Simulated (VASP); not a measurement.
OSZICAR of a VASP run on CdHg3Se4 (ordered alloy cell):

File OSZICAR:
```
       N       E                     dE             d eps       ncg     rms          rms(c)
DAV:   1     0.451551556853E+03    0.45155E+03   -0.29198E+04  2838   0.122E+03
DAV:   2     0.672496152760E+01   -0.44483E+03   -0.43571E+03  3170   0.322E+02
DAV:   3    -0.215315106485E+02   -0.28256E+02   -0.28043E+02  3365   0.786E+01
DAV:   4    -0.218914536629E+02   -0.35994E+00   -0.35923E+00  3178   0.848E+00
DAV:   5    -0.218952626942E+02   -0.38090E-02   -0.38080E-02  3265   0.834E-01    0.147E+01
DAV:   6    -0.206150624290E+02    0.12802E+01   -0.30763E+00  3519   0.155E+01    0.113E+01
DAV:   7    -0.206050820254E+02    0.99804E-02   -0.14430E+00  3033   0.516E+00    0.445E+00
DAV:   8    -0.205840994858E+02    0.20983E-01   -0.26321E-01  3280   0.406E+00    0.831E-01
DAV:   9    -0.205812157779E+02    0.28837E-02   -0.31898E-02  3021   0.165E+00    0.193E-01
DAV:  10    -0.205812524620E+02   -0.36684E-04   -0.13002E-03  3162   0.195E-01    0.738E-02
DAV:  11    -0.205812367857E+02    0.15676E-04   -0.48146E-04  3407   0.152E-01    0.336E-02
DAV:  12    -0.205812454451E+02   -0.86594E-05   -0.82293E-05  3058   0.471E-02    0.740E-03
DAV:  13    -0.205812471092E+02   -0.16641E-05   -0.48158E-06  2437   0.939E-03    0.318E-03
DAV:  14    -0.205812475269E+02   -0.41770E-06   -0.11309E-06  2061   0.663E-03
   1 F= -.20581248E+02 E0= -.20581591E+02  d E =-.205812E+02
       N       E                     dE             d eps       ncg     rms          rms(c)
DAV:   1    -0.205847402463E+02   -0.34931E-02   -0.11757E-01  2979   0.225E+00    0.423E-01
DAV:   2    -0.205818266538E+02    0.29136E-02   -0.91661E-03  3003   0.814E-01    0.145E-01
DAV:   3    -0.205814996776E+02    0.32698E-03   -0.10824E-03  3119   0.192E-01    0.144E-01
DAV:   4    -0.205814560348E+02    0.43643E-04   -0.14586E-04  3108   0.718E-02    0.200E-02
DAV:   5    -0.205814443394E+02    0.11695E-04   -0.57047E-05  3133   0.646E-02    0.103E-02
DAV:   6    -0.205814453808E+02   -0.10413E-05   -0.78828E-06  3039   0.130E-02    0.557E-03
DAV:   7    -0.205814456106E+02   -0.22989E-06   -0.65679E-07  1662   0.626E-03
   2 F= -.20581446E+02 E0= -.20581781E+02  d E =-.198084E-03
```

Which electronic solver shows in the log?

It is blocked Davidson (ALGO = Normal, or the opening steps of other solvers). The INCAR had ALGO = Normal.

Can the final energy be trusted as converged?

The run converged. It stopped with EDIFF = 1E-6, NELM = 100, NSW = 60 and EDIFFG = -0.02 after 2 ionic steps (PBEsol GGA, plane waves, VASP's PBE PAW potentials (set 64)).

The structure was generated: CdHg3Se4 was put into an ordered model structure (Amm2), which need not be its known phase. This run relaxes it. Symmetry was kept, so distortions that lower it aren't found. The start is the result of an earlier pass.
